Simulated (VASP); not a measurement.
A convergence study with VASP on KF (rock salt): one setting is varied, all else stays as given below, so the limit is that of these other settings.

```
KF
1.0
    0.00000     2.67500     2.67500
    2.67500     0.00000     2.67500
    2.67500     2.67500     0.00000
K F
1 1
Cartesian
  0.00000   0.00000   0.00000
  2.67500   2.67500   2.67500
```

Computed with PBE GGA, VASP's PBE PAW potentials (set 64) (plane waves; VASP). The tightest run used: 700 eV cut-off, 14×14×14 Monkhorst-Pack mesh, Gaussian smearing of 0.050 eV, potentials K_sv F.

Q: The settings run are 1×1×1 mesh; 2×2×2 mesh; 3×3×3 mesh; 4×4×4 mesh; 5×5×5 mesh; 6×6×6 mesh; 7×7×7 mesh; 8×8×8 mesh; 9×9×9 mesh; 10×10×10 mesh; 11×11×11 mesh; 12×12×12 mesh; 13×13×13 mesh; 14×14×14 mesh. From which on does the stress (every component) stay within 0.2 GPa of the tightest run?

A: From 2×2×2 mesh on: it is off by 0.15 there and by no more than 0.2 in any finer run, while 1×1×1 mesh is off by 21.36.
```
setting        E (eV/atom)  pressure (GPa)  irreducible k-points  difference judged (GPa)
-------------  -----------  --------------  --------------------  -----------------------
1×1×1 mesh         -2.6734           22.59                     1                    21.36
2×2×2 mesh         -4.1531            1.08                     2                     0.15
3×3×3 mesh         -4.1475            1.24                     4                     0.01
4×4×4 mesh         -4.1479            1.23                    10                     0.00
5×5×5 mesh         -4.1478            1.23                    10                     0.00
6×6×6 mesh         -4.1479            1.23                    28                     0.00
7×7×7 mesh         -4.1479            1.23                    20                     0.00
8×8×8 mesh         -4.1479            1.23                    60                     0.00
9×9×9 mesh         -4.1479            1.23                    35                     0.00
10×10×10 mesh      -4.1479            1.23                   110                     0.00
11×11×11 mesh      -4.1479            1.23                    56                     0.00
12×12×12 mesh      -4.1479            1.23                   182                     0.00
13×13×13 mesh      -4.1479            1.23                    84                     0.00
14×14×14 mesh      -4.1479            1.23                   280                     0.00
```

Left out are rungs that failed or repeat a setting and relaxations that didn't move; long series are thinned to 24 rows.

The compound is KF in the rock salt structure. The cell was not relaxed at this level.
